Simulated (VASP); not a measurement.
```yaml
crystal:
  lattice:
    - [5.14786, 0.00000, -0.00008]
    - [0.00000, 3.16758, 0.00000]
    - [-0.00380, 0.00000, 5.48674]
  atoms:
    - { symbol: Al, position: [0.00047, 0.50000, 0.66729] }
    - { symbol: Ga, position: [0.49910, 0.50000, 0.33531] }
    - { symbol: Ga, position: [0.49913, 0.00000, 0.83135] }
    - { symbol: Ga, position: [0.99987, 0.00000, 0.16611] }
    - { symbol: N, position: [0.11929, 0.50000, 0.34115] }
    - { symbol: N, position: [0.11700, 0.00000, 0.82540] }
    - { symbol: N, position: [0.62014, 0.00000, 0.16611] }
    - { symbol: N, position: [0.63240, 0.50000, 0.66728] }
```

Computed with r2SCAN meta-GGA, VASP's PBE PAW potentials (set 64) (plane waves; VASP). Settings: 520 eV cut-off, 5×8×5 Γ-centred mesh, tetrahedra with Blöchl corrections, potentials Al Ga_d N.

Give the energies of bands 23 to 36 at the high-symmetry points, in eV from the valence-band maximum.

```json
[
 {"band": "23", "Γ": "-4.08", "Z": "-4.80", "D": "-4.82", "B": "-3.82", "A": "-3.92", "E": "-5.87", "C2": "-5.19", "Y2": "-3.47"},
 {"band": "24", "Γ": "-2.67", "Z": "-4.15", "D": "-4.12", "B": "-3.02", "A": "-2.17", "E": "-2.15", "C2": "-3.40", "Y2": "-2.00"},
 {"band": "25", "Γ": "-2.17", "Z": "-3.99", "D": "-3.98", "B": "-2.56", "A": "-1.99", "E": "-2.02", "C2": "-3.39", "Y2": "-1.94"},
 {"band": "26", "Γ": "-1.18", "Z": "-3.85", "D": "-2.67", "B": "-2.07", "A": "-1.98", "E": "-1.88", "C2": "-3.36", "Y2": "-1.82"},
 {"band": "27", "Γ": "-1.07", "Z": "-3.53", "D": "-2.64", "B": "-1.84", "A": "-1.87", "E": "-1.87", "C2": "-3.28", "Y2": "-1.70"},
 {"band": "28", "Γ": "-0.85", "Z": "-2.11", "D": "-2.19", "B": "-0.81", "A": "-1.65", "E": "-1.80", "C2": "-1.76", "Y2": "-0.77"},
 {"band": "29", "Γ": "-0.10", "Z": "-2.09", "D": "-2.14", "B": "-0.64", "A": "-1.17", "E": "-1.75", "C2": "-1.48", "Y2": "-0.70"},
 {"band": "30", "Γ": "-0.04", "Z": "-1.87", "D": "-1.02", "B": "-0.58", "A": "-1.14", "E": "-1.68", "C2": "-1.45", "Y2": "-0.36"},
 {"band": "31", "Γ": "0.00", "Z": "-1.80", "D": "-0.88", "B": "-0.33", "A": "-1.11", "E": "-1.66", "C2": "-1.42", "Y2": "-0.35"},
 {"band": "32", "Γ": "2.85", "Z": "6.18", "D": "5.48", "B": "5.10", "A": "5.90", "E": "4.95", "C2": "6.34", "Y2": "4.98"},
 {"band": "33", "Γ": "5.23", "Z": "6.23", "D": "5.80", "B": "5.30", "A": "5.97", "E": "5.00", "C2": "6.48", "Y2": "5.07"},
 {"band": "34", "Γ": "5.85", "Z": "7.50", "D": "6.20", "B": "6.77", "A": "6.10", "E": "5.06", "C2": "6.61", "Y2": "5.15"},
 {"band": "35", "Γ": "6.34", "Z": "7.72", "D": "6.31", "B": "7.16", "A": "6.49", "E": "5.50", "C2": "6.92", "Y2": "5.65"},
 {"band": "36", "Γ": "7.07", "Z": "8.46", "D": "6.59", "B": "8.07", "A": "8.11", "E": "7.84", "C2": "8.52", "Y2": "8.42"}
]
```

The gap is direct, 2.84 eV, from the valence maximum at Γ to the conduction minimum at Γ.

The structure comes from a computed database's AlGa3N4 entry (Pm); how it stands against other phases isn't given here. It was relaxed first.
